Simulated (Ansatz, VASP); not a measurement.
**Cross-check of Fe between VASP and Ansatz**

Aim: how closely do two programs agree when they are given the same cell, functional and k mesh? The cell is taken from a series of VASP runs on this material, whose earlier steps may have relaxed, scaled or displaced it; both programs get it as it stands.

Calculated with Ansatz 0.2.0; plane waves, with VASP 6.6.1 beside it; relaxation of cell and atoms at PBEsol.

### Step 1. Starting point

Symmetry: Im-3m, No. 229, cubic system. The conventional cell has a = 2.785 Å, b = 2.785 Å, c = 2.785 Å, α = 90.00°, β = 90.00°, γ = 90.00°. Fe has 8 Fe at 2.41 Å nearest.

Structure file:

```xyz
1
Lattice="-1.3925 1.3925 1.3925 1.3925 -1.3925 1.3925 1.3925 1.3925 -1.3925" Properties=species:S:1:pos:R:3 pbc="T T T"
Fe    0.0000    0.0000    0.0000
```

### Step 2. VASP: relaxation of cell and atoms, PBEsol

The relaxed volume is the usual yardstick between codes: its relative difference is about their pressure difference at one cell divided by the bulk modulus.

Lines of VASP's logs that name or quote its potential files are left out, and so is its time.

Contents of INCAR:

```
SYSTEM = Fe
PREC = Accurate
ENCUT = 520
EDIFF = 1E-07
NELM = 100
ISMEAR = 1
SIGMA = 0.15
LREAL = .FALSE.
ALGO = Normal
GGA = PS
NBANDS = 12
ISPIN = 2
MAGMOM = 3
LASPH = .TRUE.
LMAXMIX = 4
LORBIT = 11
LWAVE = .FALSE.
LCHARG = .FALSE.
KPAR = 4
IBRION = 2
NSW = 50
ISIF = 3
EDIFFG = -0.005
```

Contents of POSCAR:

```
Fe
1.0
   -1.3924647546      1.3924647546      1.3924647546
    1.3924647546     -1.3924647546      1.3924647546
    1.3924647546      1.3924647546     -1.3924647546
Fe
1
Direct
    0.0000000000      0.0000000000      0.0000000000
```

Contents of KPOINTS:

```
Automatic mesh
0
Gamma
24 24 24
0 0 0
```

Potentials, in the order of the species: Fe (PBE family, release 64).

Launch:

```
> mpirun -np 4 vasp_std
```

Numbers of over 12 decimals in the logs are rounded to 6 here.

The program printed:

```text
[banner, memory and clock lines left out]
running    4 mpi-ranks, on    1 nodes
 distrk:  each k-point on    1 cores,    4 groups
 distr:  one band on    1 cores,    1 groups

 POSCAR found type information on POSCAR Fe
 POSCAR found :  1 types and       1 ions
|                                                                             |
|               ----> ADVICE to this user running VASP <----                  |
|                                                                             |
|     You enforced a specific xc type in the INCAR file but a different       |
|     [... a line on the potential file left out ...]
|     I HOPE YOU KNOW WHAT YOU ARE DOING!                                     |
|                                                                             |

 LDA part: xc-table for (Slater+PW92), standard interpolation
 POSCAR, INCAR and KPOINTS ok, starting setup
 FFT: planning ... GRIDC
 FFT: planning ... GRID_SOFT
 FFT: planning ... GRID
 WAVECAR not read
 entering main loop
       N       E                     dE             d eps       ncg     rms          rms(c)
DAV:   1     0.203672201278E+02    0.20367E+02   -0.39971E+03 21400   0.831E+02
DAV:   2    -0.914109754437E+01   -0.29508E+02   -0.27082E+02 20760   0.134E+02
DAV:   3    -0.995191847204E+01   -0.81082E+00   -0.80668E+00 22756   0.250E+01
DAV:   4    -0.995478950891E+01   -0.28710E-02   -0.28707E-02 22208   0.135E+00
DAV:   5    -0.995480512724E+01   -0.15618E-04   -0.15618E-04 22700   0.102E-01    0.129E+01
DAV:   6    -0.898653834813E+01    0.96827E+00   -0.10371E+01 22416   0.433E+01    0.481E+00
DAV:   7    -0.893646064949E+01    0.50078E-01   -0.46790E-01 23172   0.908E+00    0.309E+00
DAV:   8    -0.892640756779E+01    0.10053E-01   -0.54793E-03 24032   0.498E-01    0.132E+00
DAV:   9    -0.891803733953E+01    0.83702E-02   -0.60036E-03 26424   0.421E-01    0.250E-01
DAV:  10    -0.891791095983E+01    0.12638E-03   -0.51821E-04 22936   0.308E-01    0.740E-02
DAV:  11    -0.891791973156E+01   -0.87717E-05   -0.80867E-05 22472   0.932E-02    0.293E-02
DAV:  12    -0.891792006424E+01   -0.33268E-06   -0.23300E-06 21880   0.203E-02    0.104E-02
DAV:  13    -0.891792102565E+01   -0.96141E-06   -0.16595E-06 21724   0.864E-03    0.745E-03
DAV:  14    -0.891792075879E+01    0.26686E-06   -0.25871E-07 16832   0.572E-03    0.890E-04
DAV:  15    -0.891792077247E+01   -0.13674E-07   -0.23981E-09 10392   0.516E-04
   1 F= -.89179208E+01 E0= -.89176587E+01  d E =-.891792E+01  mag=     2.0867
 curvature:   0.00 expect dE= 0.000E+00 dE for cont linesearch  0.000E+00
 trial: gam= 0.00000 g(F)=  0.243E-62 g(S)=  0.163E-05 ort = 0.000E+00 (trialstep = 0.100E+01)
 search vector abs. value=  0.163E-05
 reached required accuracy - stopping structural energy minimisation
```

OUTCAR, selected parts (step 2):

```text
ion  position               nearest neighbor table
   1  0.000  0.000  0.000-

  LATTYP: Found a body centered cubic cell.
 ALAT       =     2.7849295092

 Subroutine GETGRP returns: Found 48 space group operations
 (whereof 48 operations were pure point group operations)

The static configuration has the point symmetry O_h .

 Found    413 irreducible k-points:

   k-points           NKPTS =    413   k-points in BZ     NKDIM =    413   number of bands    NBANDS=     12

   dimension x,y,z NGX =    18 NGY =   18 NGZ =   18
   dimension x,y,z NGXF=    36 NGYF=   36 NGZF=   36

   ENCUT  =  520.0 eV  38.22 Ry    6.18 a.u.   4.48  4.48  4.48*2*pi/ulx,y,z

   NELECT =       8.0000    total number of electrons

 k-points in reciprocal lattice and weights: Automatic mesh
   0.00000000  0.00000000  0.00000000       0.000
   0.04166667  0.00000000  0.00000000       0.001
   0.08333333  0.00000000  0.00000000       0.001
   0.12500000  0.00000000  0.00000000       0.001
   0.16666667  0.00000000  0.00000000       0.001
   0.20833333  0.00000000  0.00000000       0.001
   0.25000000  0.00000000  0.00000000       0.001
   0.29166667  0.00000000  0.00000000       0.001
   0.33333333  0.00000000  0.00000000       0.001
[...]
0.50000000  0.50000000  0.45833333       0.001
   0.50000000  0.50000000  0.50000000       0.000

 average (electrostatic) potential at core
       1 -42.7316

 E-fermi :   6.2349

 spin component 1
 k-point     1 :       0.0000    0.0000    0.0000
  band No.  band energies     occupation
    ...
      2       3.8028      1.00000
      3       3.8028      1.00000
      4       3.8028      1.00000
      5       5.1642      1.00000
      6       5.1642      1.00000
      7      31.6269      0.00000
      8      31.6269      0.00000
      9      31.6269      0.00000
     10      37.0658      0.00000
     11      37.0658      0.00000
    ...

 k-point     2 :       0.0417    0.0000    0.0000
  band No.  band energies     occupation
    ...
      2       3.7811      1.00000
      3       3.8014      1.00000
      4       3.8449      1.00000
      5       5.1416      1.00000
      6       5.1659      1.00000
      7      31.1408      0.00000
      8      31.5315      0.00000
      9      31.5849      0.00000
     10      36.7356      0.00000
     11      37.3701      0.00000
    ...

 k-point     3 :       0.0833    0.0000    0.0000
  band No.  band energies     occupation
    ...
      2       3.7176      1.00000
      3       3.7932      1.00000
      4       3.9696      1.00000
      5       5.0823      1.00000
      6       5.1713      1.00000
      7      29.9188      0.00000
      8      31.2010      0.00000
      9      31.4708      0.00000
     10      36.2672      0.00000
     11      36.8419      0.00000
    ...

 k-point     4 :       0.1250    0.0000    0.0000
  band No.  band energies     occupation
    ...
      2       3.6178      1.00000
      3       3.7684      1.00000
      4       4.1715      1.00000
      5       5.0106      1.00000
      6       5.1810      1.00000
      7      28.2896      0.00000
      8      30.5852      0.00000
      9      31.3117      0.00000
     10      35.3509      0.00000
     11      36.1453      0.00000
    ...

 k-point     5 :       0.1667    0.0000    0.0000
  band No.  band energies     occupation
    ...
      2       3.4896      1.00000
      3       3.7194      1.00000
      4       4.4418      1.00000
      5       4.9577      1.00000
      6       5.1958      1.00000
      7      26.4448      0.00000
      8      29.7478      0.00000
      9      31.1363      0.00000
     10      33.9146      0.00000
     11      35.4820      0.00000
    ...

 k-point     6 :       0.2083    0.0000    0.0000
  band No.  band energies     occupation
    ...
      2       3.3430      1.00000
      3       3.6601      1.00000
      4       4.7678      1.00000
      5       4.9464      1.00000
      6       5.2159      1.00000
      7      24.4974      0.00000
      8      28.8173      0.00000
      9      30.9650      0.00000
     10      32.5511      0.00000
     11      34.9836      0.00000
    ...

  Total        0.0033569      0.0033569      0.0033569     -0.0000000      0.0000000     -0.0000000
  in kB        0.4980055      0.4980055      0.4980055     -0.0000000      0.0000000     -0.0000000
  external PRESSURE =       0.4980055 kB  Pullay stress =       0.0000000 kB

  energy-cutoff  :      520.00
  volume of cell :       10.80
      direct lattice vectors                 reciprocal lattice vectors
    -1.392464755  1.392464755  1.392464755     0.000000000  0.359075516  0.359075516
     1.392464755 -1.392464755  1.392464755     0.359075516  0.000000000  0.359075516
     1.392464755  1.392464755 -1.392464755     0.359075516  0.359075516  0.000000000

 POSITION                                       TOTAL-FORCE (eV/Angst)
 -----------------------------------------------------------------------------------
      0.00000      0.00000      0.00000         0.000000      0.000000      0.000000
 -----------------------------------------------------------------------------------
    total drift:                                0.000000      0.000000      0.000000

  FREE ENERGIE OF THE ION-ELECTRON SYSTEM (eV)
  ---------------------------------------------------
  free  energy   TOTEN  =        -8.9179207725 eV

  energy  without entropy=       -8.9171346966  energy(sigma->0) =       -8.91765875

 reached required accuracy - stopping structural energy minimisation

 total charge
# of ion       s       p       d       tot
------------------------------------------
    1        0.512   0.592   6.279   7.383

 magnetization (x)
# of ion       s       p       d       tot
------------------------------------------
    1       -0.012  -0.050   2.131   2.068

[... 6 further parts left out ...]
```

CONTCAR:

```
Fe
   1.00000000000000
    -1.3924647546000000    1.3924647546000000    1.3924647546000000
     1.3924647546000000   -1.3924647546000000    1.3924647546000000
     1.3924647546000000    1.3924647546000000   -1.3924647546000000
  Fe
     1
Direct
     0.0000000000000000    0.0000000000000000    0.0000000000000000
```

(Part 1 of 2 ends here.)

[Lines on the potential files, build, host, timing and source positions are cut from VASP's logs without a mark.]

[Logs are printed without paths, hosts, clocks, repeated set-up lines and the standing remarks that a program may print on its own settings, such as how far it seeks lower states.]

[Hosts, paths, dates, database ids (printed as entryN), source tags and the programs' standing remarks are cut or masked in the printed files.]
